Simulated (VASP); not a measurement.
These are r2SCAN meta-GGA, VASP's PBE PAW potentials (set 64) (plane waves; VASP) values and carry that method's errors.

VASP ran on this input.

**POSCAR**
```
WSe2
1
    3.3172505064     0.0000000000     0.0000000000
   -1.6586252532     2.8728228742     0.0000000000
    0.0000000000     0.0000000000    13.6553326870
W Se
2 4
Direct
  0.6666670000   0.3333330000   0.7500000000
  0.3333330000   0.6666670000   0.2500000000
  0.6666670000   0.3333330000   0.3790000000
  0.3333330000   0.6666670000   0.8790000000
  0.3333330000   0.6666670000   0.6210000000
  0.6666670000   0.3333330000   0.1210000000
```

KPOINTS:
```
K-points
0
G
  10 10 3
0 0 0
```

INCAR:
```
SYSTEM=WSe2
PREC=Normal; ENCUT=400; LREAL=.FALSE.
LASPH=.TRUE.
EDIFF=1E-5; NELM=100; NELMIN=4
ALGO=Normal; LMAXMIX=6; LMIXTAU=.TRUE.
ISMEAR=0; SIGMA=0.05
METAGGA=R2SCAN
IBRION=2; NSW=20; ISIF=2
EDIFFG=-0.03
LWAVE=.FALSE.; LCHARG=.FALSE.
```

POTCAR, in this order: W_sv Se (PBE.64 set). Program: vasp_std.

Task: Predict the energy per atom (σ→0).

Result: 
* **energy per atom (σ→0)**: -27.265 eV/atom

**OSZICAR**
```
...
DAV:   1    -0.163579561177E+03   -0.47871E-02   -0.17155E+00  1771   0.509E+00    0.102E+00
DAV:   2    -0.163588561799E+03   -0.90006E-02   -0.75693E-02  2030   0.109E+00    0.399E-01
DAV:   3    -0.163591033641E+03   -0.24718E-02   -0.38961E-03  1821   0.418E-01    0.261E-01
DAV:   4    -0.163591215019E+03   -0.18138E-03   -0.14076E-03  2270   0.200E-01    0.453E-02
DAV:   5    -0.163591218308E+03   -0.32892E-05   -0.43400E-04  1887   0.101E-01    0.905E-03
DAV:   6    -0.163591245971E+03   -0.27662E-04   -0.39833E-05  1763   0.371E-02    0.137E-02
DAV:   7    -0.163591248002E+03   -0.20316E-05   -0.43083E-06  1050   0.146E-02
   3 F= -.16359125E+03 E0= -.16359125E+03  d E =-.328963E+00
```

The compound is WSe2 in the 2H layered structure. This run relaxes the ions in a fixed cell. Symmetry was kept, so distortions that lower it aren't found.
